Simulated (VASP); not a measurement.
A convergence study with VASP on CdTe (zinc blende): one setting is varied, all else stays as given below, so the limit is that of these other settings.

```
CELL_PARAMETERS angstrom
      0.00000     3.24000     3.24000
      3.24000     0.00000     3.24000
      3.24000     3.24000     0.00000
ATOMIC_POSITIONS crystal
  Cd 0.00000 0.00000 0.00000
  Te 0.25000 0.25000 0.25000
```

Method: PBE GGA, VASP's PBE PAW potentials (set 64) (plane waves; VASP). The tightest run used: 600 eV cut-off, 6×6×6 Γ-centred mesh, Gaussian smearing of 0.010 eV, potentials Cd Te.

### Question
The settings run are ENCUT = 200; ENCUT = 300; ENCUT = 400; ENCUT = 500; ENCUT = 600. From which on does the mean ε∞ stay within 0.3  of the tightest run?

### Answer
From ENCUT = 300 on: it is off by 0.13 there and by no more than 0.3 in any finer run, while ENCUT = 200 is off by 0.99.
```csv
setting,mean ε∞,highest Γ mode (cm⁻¹),plane waves,difference judged ()
ENCUT = 200,14.52,142.1,447,0.99
ENCUT = 300,13.66,147.2,821,0.13
ENCUT = 400,13.56,147.1,1258,0.03
ENCUT = 500,13.53,146.9,1759,0.00
ENCUT = 600,13.53,147.0,2285,0.00
```

Left out are rungs that failed or repeat a setting and relaxations that didn't move; long series are thinned to 24 rows.

The compound is CdTe in the zinc blende structure. The cell was not relaxed at this level.
